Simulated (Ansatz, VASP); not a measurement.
## Si2Ni: VASP beside Ansatz

Aim: how closely do two programs agree when they are given the same cell, functional and k mesh? The cell is taken from a series of VASP runs on this material, whose earlier steps may have relaxed, scaled or displaced it; both programs get it as it stands.

Method: plane waves, with VASP 6.6.1 beside it; relaxation of cell and atoms at LDA and zone-centre phonons at LDA, in Ansatz 0.2.0.

### 1. The structure

The structure is cubic, space group Fm-3m (No. 225). Conventional cell: a = 5.351 Å, b = 5.351 Å, c = 5.351 Å, α = 90.00°, β = 90.00°, γ = 90.00°. Nearest to Ni lie 8 Si at 2.32 Å. Nearest to Si lie 4 Ni at 2.32 Å. Farther neighbours are not listed.

### 2. Ansatz: relaxation of cell and atoms, LDA

Ansatz runs on its default PAW (the set named soft_2) files.

The relaxed volume is the usual yardstick between codes: its relative difference is about their pressure difference at one cell divided by the bulk modulus.

File input.yaml:

```yaml
crystal:
  lattice:
    - [0.0, 2.675291423, 2.675291423]
    - [2.675291423, 0.0, 2.675291423]
    - [2.675291423, 2.675291423, 0.0]
  atoms:
    - { symbol: Ni, position: [0.0, 0.0, 0.0] }
    - { symbol: Si, position: [0.25, 0.25, 0.25] }
    - { symbol: Si, position: [0.75, 0.75, 0.75] }
hamiltonian:
  xc: lda
  pseudopotentials: { kind: paw }
magnetization:
  spin_polarized: true
kpoints:
  mp_grid: { grid: [12, 12, 12] }
scf:
  occupations: { method: gaussian, width: 0.05 }
relax:
  f_tol: 0.01
  max_steps: 60
  cell: { stress_tol: 0.05 }
output:
  forces: true
  stress: true
```

Started as:

```bash
> ansatz run input.yaml --threads 4 --pin off --max-ram 9216MiB --backend cpu --events-out ev --progress --plain --runs-dir out
```

Numbers of over 12 decimals in the logs are rounded to 6 here.

The log of the run:

```text
band count auto-derived: 18 (N_el = 26.0; filled up to band 13; 17 by the electrons, moments and atoms)
Engine: ansatz 0.2.0, aarch64-unknown-linux-gnu
Pseudopotentials: kind: paw
Pseudopotential: Ni, paw, valence charge 18, recommended cutoff 420 eV (normal), Ni.paw.azcp
Pseudopotential: Si, paw, valence charge 4, recommended cutoff 420 eV (normal), Si.paw.azcp
Functional definition: SPW92
  exchange = slater_x
  correlation = pw_c
Crystal: 3 atoms, lattice volume = 38.295 Å³
Basis set: ecut = 420 eV, 725 PW (Γ)
Bands: 18, of which v1, the nominal top of the filled ones, is band 13 counted from 1 (12 counted from 0)
Symmetry: 48 space group operations
Space group: Fm-3m (ITA 225), of the structure as read, at distance tolerance 3.4e-5 Å
k-points: 72 of 1728
Non-local potential: Ni, projectors of the file, l = 0: 3, l = 1: 2, l = 2: 3, l = 3: 1
Non-local potential: Si, projectors of the file, l = 0: 2, l = 1: 2, l = 2: 2
PAW form: soft (Blöchl's): semilocal exchange-correlation on the pseudo side does not see the compensation charge
PAW frozen core: Ni, regenerated for the run's functional, and the local potential with it (the file was generated under x = pbe(κ = 0.804, μ = 0.219515), c = pbe(β = 0.066725))
PAW frozen core: Si, regenerated for the run's functional, and the local potential with it (the file was generated under x = pbe(κ = 0.804, μ = 0.219515), c = pbe(β = 0.066725))
PAW one-centre angular grid: Ni, 590 points (default); XC on 64 Gauss nodes
PAW one-centre angular grid: Si, 110 points (default); XC on 64 Gauss nodes
Initial density: superposition of atomic densities (chi_scale 0.1, normalization cell, long waves kept (reshape's long-wave potential 0.00 eV rms))
Initial wavefunctions: pseudopotential atomic-orbital guess
Functional: x = slater, c = lda
SCF iter   1: F=—  HF=-6992.984281 eV  |F-HF|=—  |Δ(HF+E_count)|=         —  Δρ=4.35e-2 (↑4.35e-2 ↓4.35e-2)  dr2=3.88e0  dr2_m=0.00e0  M=0.000 μB ∫|m|=0.000 μB  β_m=0.30  ethr=3.10e-3  ⟨swp⟩=5.6  Hψ=6473  notcnv=0
preconditioner: auto → none  [insulator: Δε(μ)=0.063 eV  Ē_g=9.774 eV  σ=0.050 eV  W_gap=0.59  n_scr=14 (ndim 8)  ℏωp=25.5 eV  f_vac=0.000  D(μ)=0.75/eV (n_scr^D=0)  ε∞_Penn≈7.8]
SCF iter   2: F=—  HF=-6992.894146 eV  |F-HF|=—  |Δ(HF+E_count)|=   9.01e-2  Δρ=8.22e-2 (↑8.22e-2 ↓8.22e-2)  dr2=6.21e0  dr2_m=0.00e0  M=0.000 μB ∫|m|=0.000 μB  β_m=0.21  ethr=3.10e-3  ⟨swp⟩=3.6  Hψ=3233  notcnv=0  defer=65
preconditioner: auto → Kerker (q_TF=auto, 2.558 Å⁻¹)  [metal: Δε(μ)=0.029 eV  Ē_g=8.946 eV  σ=0.050 eV  W_gap=0.31  n_scr=14 (ndim 8)  ℏωp=25.5 eV  f_vac=0.000  D(μ)=1.07/eV (n_scr^D=8)]
spin=Collinear: Kerker preconditioning applied to the charge; magnetization (m = ρ↑ − ρ↓) channel mixes plain (no charge-response kernel on spin).
SCF iter   3: F=—  HF=-6991.303279 eV  |F-HF|=—  |Δ(HF+E_count)|=    1.59e0  Δρ=4.16e-2 (↑4.16e-2 ↓3.81e-2)  dr2=4.82e-1  dr2_m=4.84e-1  M=1.237 μB ∫|m|=1.237 μB  ethr=3.10e-3  ⟨swp⟩=2.3  Hψ=2699  notcnv=0  defer=57
Mixer restart at iter 3: flushing history
SCF iter   4: F=—  HF=-6992.216633 eV  |F-HF|=—  |Δ(HF+E_count)|=         —  Δρ=3.42e-2 (↑3.39e-2 ↓3.42e-2)  dr2=6.18e-1  dr2_m=3.03e-1  M=0.147 μB ∫|m|=0.152 μB  β_m=0.23  ethr=1.85e-3  ⟨swp⟩=3.4  Hψ=6271  notcnv=0  defer=28
SCF iter   5: F=—  HF=-6992.183628 eV  |F-HF|=—  |Δ(HF+E_count)|=   3.30e-2  Δρ=2.83e-2 (↑2.83e-2 ↓2.74e-2)  dr2=4.36e-1  dr2_m=1.98e-1  M=0.119 μB ∫|m|=0.125 μB  β_m=0.60  ethr=1.85e-3  ⟨swp⟩=1.1  Hψ=3158  notcnv=0  defer=32
SCF iter   6: F=—  HF=-6992.087319 eV  |F-HF|=—  |Δ(HF+E_count)|=   9.63e-2  Δρ=7.63e-3 (↑5.44e-3 ↓7.63e-3)  dr2=5.84e-2  dr2_m=6.00e-4  M=0.001 μB ∫|m|=0.017 μB  β_m=0.52  ethr=1.68e-3  ⟨swp⟩=2.0  Hψ=4424  notcnv=0  defer=37
Mixer restart at iter 6: flushing history
SCF iter   7: F=—  HF=-6992.081293 eV  |F-HF|=—  |Δ(HF+E_count)|=         —  Δρ=4.98e-3 (↑4.98e-3 ↓4.98e-3)  dr2=2.69e-2  dr2_m=0.00e0  M=0.000 μB ∫|m|=0.000 μB  β_m=0.52  ethr=2.25e-4  ⟨swp⟩=5.7  Hψ=5019  notcnv=0  defer=24
SCF iter   8: F=—  HF=-6992.084763 eV  |F-HF|=—  |Δ(HF+E_count)|=   3.47e-3  Δρ=6.39e-3 (↑6.39e-3 ↓6.39e-3)  dr2=4.41e-2  dr2_m=0.00e0  M=0.000 μB ∫|m|=0.000 μB  β_m=0.36  ethr=1.04e-4  ⟨swp⟩=2.3  Hψ=2741  notcnv=0  defer=61
SCF iter   9: F=—  HF=-6992.079197 eV  |F-HF|=—  |Δ(HF+E_count)|=   5.57e-3  Δρ=1.66e-3 (↑1.66e-3 ↓1.66e-3)  dr2=4.89e-3  dr2_m=0.00e0  M=0.000 μB ∫|m|=0.000 μB  β_m=0.28  ethr=1.04e-4  ⟨swp⟩=2.1  Hψ=1930  notcnv=0  defer=61
SCF iter  10: F=—  HF=-6992.078832 eV  |F-HF|=—  |Δ(HF+E_count)|=   3.65e-4  Δρ=8.18e-4 (↑8.18e-4 ↓8.18e-4)  dr2=1.75e-3  dr2_m=0.00e0  M=0.000 μB ∫|m|=0.000 μB  β_m=0.64  ethr=1.88e-5  ⟨swp⟩=1.0  Hψ=1235  notcnv=0  defer=61
SCF iter  11: F=—  HF=-6992.078585 eV  |F-HF|=—  |Δ(HF+E_count)|=   2.47e-4  Δρ=2.90e-4 (↑2.90e-4 ↓2.90e-4)  dr2=1.27e-4  dr2_m=0.00e0  M=0.000 μB ∫|m|=0.000 μB  β_m=0.82  ethr=6.72e-6  ⟨swp⟩=1.9  Hψ=1786  notcnv=0  defer=61
SCF iter  12: F=—  HF=-6992.078570 eV  |F-HF|=—  |Δ(HF+E_count)|=   1.59e-5  Δρ=8.68e-5 (↑8.68e-5 ↓8.68e-5)  dr2=9.17e-6  dr2_m=0.00e0  M=0.000 μB ∫|m|=0.000 μB  β_m=0.75  ethr=4.90e-7  ⟨swp⟩=1.0  Hψ=1244  notcnv=0  defer=61
SCF iter  13: F=—  HF=-6992.078572 eV  |F-HF|=—  |Δ(HF+E_count)|=   2.76e-6  Δρ=2.84e-5 (↑2.84e-5 ↓2.84e-5)  dr2=6.44e-7  dr2_m=0.00e0  M=0.000 μB ∫|m|=0.000 μB  β_m=0.87  ethr=3.53e-8  ⟨swp⟩=2.3  Hψ=1823  notcnv=0  defer=61
SCF iter  14: F=-6992.078572 eV  HF=-6992.078572 eV  |F-HF|=3.15e-9  |Δ(HF+E_count)|=   9.06e-9  Δρ=2.17e-6 (↑2.17e-6 ↓2.17e-6)  dr2=5.15e-9  dr2_m=0.00e0  M=0.000 μB ∫|m|=0.000 μB  ethr=3.85e-10  ⟨swp⟩=1.8  Hψ=3529  notcnv=0
SCF 1 converged in 14 iterations: F = -6992.078572 eV  dr2 = 5.15e-9
  greatest PAW one-centre occupation: 1.001 electrons in one spin orbital (limit 2), on the Ni atom at site 0 (counted from 0), in its partial waves of l = 1
the input gives no starting moments: this run first made a single point of its starting geometry. This run's own SCFs start from that state's density, with no starting moments from it.
Initial density: read from a saved state, or passed on in memory by an earlier SCF of this step, an earlier step, the calling program or the single point that the run made first
Stability of the state it starts from, as read at its close in the collinear treatment: not read negative (Ritz values of 1 − χ₀K, real part plus size of imaginary part, from 0.74 to 1.1, by its mixing steps under the symmetry group of the SCF that read it); nothing settles its magnetic order
iter 1 solved again at ethr=4.58e-7 eV; its pass at ethr=3.10e-3 eV (dr2=1.19e-4 eV) is discarded
SCF iter   1: F=—  HF=-6992.078573 eV  |F-HF|=—  |Δ(HF+E_count)|=         —  Δρ=2.48e-6 (↑2.48e-6 ↓2.48e-6)  dr2=6.63e-9  dr2_m=0.00e0  M=0.000 μB ∫|m|=0.000 μB  β_m=0.30  ethr=4.58e-7  ⟨swp⟩=3.0  Hψ=9732  notcnv=0
eigensolver tolerance schedule: the retry pair's looser diagonalisation over-reported the residual by 17982.50 of it (diagonalisation noise at an unbounded share of the residual, at the tolerance the schedule requests for it); recorded, not acted on — ethr = c·dr2/N_el stays at c = 1.0e-1
preconditioner: auto → Kerker (q_TF=auto, 2.558 Å⁻¹)  [metal: Δε(μ)=0.016 eV  Ē_g=9.133 eV  σ=0.050 eV  W_gap=0.18  n_scr=14 (ndim 8)  ℏωp=25.5 eV  f_vac=0.000  D(μ)=1.19/eV (n_scr^D=14)]
spin=Collinear: Kerker preconditioning applied to the charge; magnetization (m = ρ↑ − ρ↓) channel mixes plain (no charge-response kernel on spin).
SCF iter   2: F=—  HF=-6992.078572 eV  |F-HF|=—  |Δ(HF+E_count)|=   1.18e-6  Δρ=2.03e-6 (↑2.03e-6 ↓2.03e-6)  dr2=3.13e-9  dr2_m=0.00e0  M=0.000 μB ∫|m|=0.000 μB  β_m=0.27  ethr=2.55e-11  ⟨swp⟩=4.2  Hψ=4289  notcnv=0
SCF iter   3: F=-6992.078572 eV  HF=-6992.078572 eV  |F-HF|=2.02e-10  |Δ(HF+E_count)|=  2.84e-10  Δρ=1.07e-6 (↑1.07e-6 ↓1.07e-6)  dr2=1.02e-9  dr2_m=0.00e0  M=0.000 μB ∫|m|=0.000 μB  ethr=1.20e-11  ⟨swp⟩=1.7  Hψ=3294  notcnv=0
SCF 2 converged in 3 iterations: F = -6992.078572 eV  dr2 = 1.02e-9
relax step   1: F+E_penalty+E_count = -6992.07857230 eV  Δ(F+E_penalty+E_count) = +0.000e0 eV  max|allowed force component| = 2.005e-17 eV/Å  Δτ_max = 0.0000 Å  P = -0.255 GPa  Ω = 38.295 Å³  (3 SCF iters, dr2 threshold 1.00e-7 eV, accepted)
[...]
relax step   2: F+E_penalty+E_count = -6992.07862587 eV  Δ(F+E_penalty+E_count) = -5.357e-5 eV  max|allowed force component| = 1.388e-16 eV/Å  Δτ_max = 0.0000 Å  P = -0.122 GPa  Ω = 38.264 Å³  energy of the carried Pulay correction = +1.699e-5 eV  (5 SCF iters, dr2 threshold 1.63e-7 eV, accepted)
[...]
relax step   3: F+E_penalty+E_count = -6992.07865207 eV  Δ(F+E_penalty+E_count) = -2.620e-5 eV  max|allowed force component| = 7.016e-17 eV/Å  Δτ_max = 0.0000 Å  P = +0.001 GPa  Ω = 38.236 Å³  energy of the carried Pulay correction = +3.252e-5 eV  (5 SCF iters, dr2 threshold 3.72e-8 eV, accepted)
[...]
relax step   4: F+E_penalty+E_count = -6992.07862590 eV  Δ(F+E_penalty+E_count) = +2.617e-5 eV  max|allowed force component| = 9.252e-17 eV/Å  Δτ_max = 0.0000 Å  P = +0.000 GPa  Ω = 38.236 Å³  stress off target by 3.94e-4 GPa  SCF on the basis re-selected at this cell (its energy is not comparable with the rows above)  (6 SCF iters)
basis re-selected at this cell: Δ(F+E_penalty+E_count) = +2.617e-5 eV, ΔP = -0.001 GPa vs the last step (what re-selecting the basis moved, of the pressure what is left beyond the Pulay correction that the steps carried, after the strain that the cell walked since its last selection, with what the two solves' SCF thresholds leave and, on support functions, any second-order correction that the steps lacked; it is no m [...]
SCF converged after 6 iterations
Magnetization: 0.0000 μB (13.0000 up, 13.0000 down)
Absolute magnetization: 0.0000 μB (∫|ρ↑−ρ↓|)
Spin contamination: 0.0000 ħ² per cell (⟨S²⟩ above its minimum at these occupations)
Per-site moments (μB) at R_I (Å): [(0.0, 0.955214), (0.0, 0.955214), (0.0, 0.955214)]
Free energy (F): -6992.078626 eV
Harris-Foulkes:  -6992.078626 eV  (|F-HF|=9.09e-13)
Internal energy: -6992.077157 eV  (E = F + TS)
E sigma→0 (E₀):  -6992.077891 eV
Entropy (-TS):   -0.001469 eV (-0.490 meV/atom)
Fermi energy:    13.588842 eV
--- Per-component energies (eV) ---
  E_band       = -336.697265
  E_kinetic    = 374.062044
  E_local      = -4870.238915  (includes V_loc(G=0)·N_el)
  E_nonlocal   = 684.962370
  E_hartree    = 2105.067407
  E_xc         = -199.649321
  E_vxc        = -211.002318  (∫ρ·V_xc dr)
  E_paw        = -2531.530583  (= ΣΔE_a)
  E_vpaw       = -524.615577  (= ΣTr[D̂ρ^β])
  E_aug_tail   = 0.000485  (compensation charges beyond the density's cutoff)
  E_ewald      = -2555.353426
  E_core_change = 0.602782  (= ΣΔE_core)
  E_smearing   = -0.001469  (= −TS)
  E_closure    = -0.000000  (closes the sum)
  Σ components = -6992.078626   (vs F -6992.078626, Δ=0.00e0)
--- Forces (eV/Å), atoms counted from 1 ---
  atom   1  Ni     0.00000000    -0.00000000     0.00000000
  atom   2  Si    -0.00000000    -0.00000000     0.00000000
  atom   3  Si     0.00000000     0.00000000    -0.00000000
  max |Σ_I F_I| component: 3.70e-17 eV/Å
--- Stress (GPa, compression-positive) ---
        0.000394      -0.000000      -0.000000
        0.000000       0.000394      -0.000000
        0.000000      -0.000000       0.000394
  P = ⅓ Tr σ = 0.0004 GPa (0.004 kbar)
--- Relaxed structure (3 steps of the walk, 3 accepted, 1 SCFs on fresh bases) ---
  F+E_penalty+E_count = -6992.07862590 eV   max|allowed force component| = 9.252e-17 eV/Å   (the final SCF, on the basis selected at the relaxed cell)
  cell:  # Å, volume = 38.2357 Å³
    - [0, 2.673906, 2.673906]
    - [2.673906, 0, 2.673906]
    - [2.673906, 2.673906, 0]
  atoms:
    - { symbol: Ni, position: [0, 0, 0] }
    - { symbol: Si, position: [0.25, 0.25, 0.25] }
    - { symbol: Si, position: [0.750000, 0.750000, 0.750000] }
```

Elapsed: 4 s, on 4 threads of Arm Neoverse V1, shared host; peak memory 0.39 GiB; 14 s of CPU time.

[end of part 1 of 2]

[Lines on the potential files, build, host, timing and source positions are cut from VASP's logs without a mark.]

[Logs are printed without paths, hosts, clocks, repeated set-up lines and the standing remarks that a program may print on its own settings, such as how far it seeks lower states.]

[Hosts, paths, dates, database ids (printed as entryN), source tags and the programs' standing remarks are cut or masked in the printed files.]
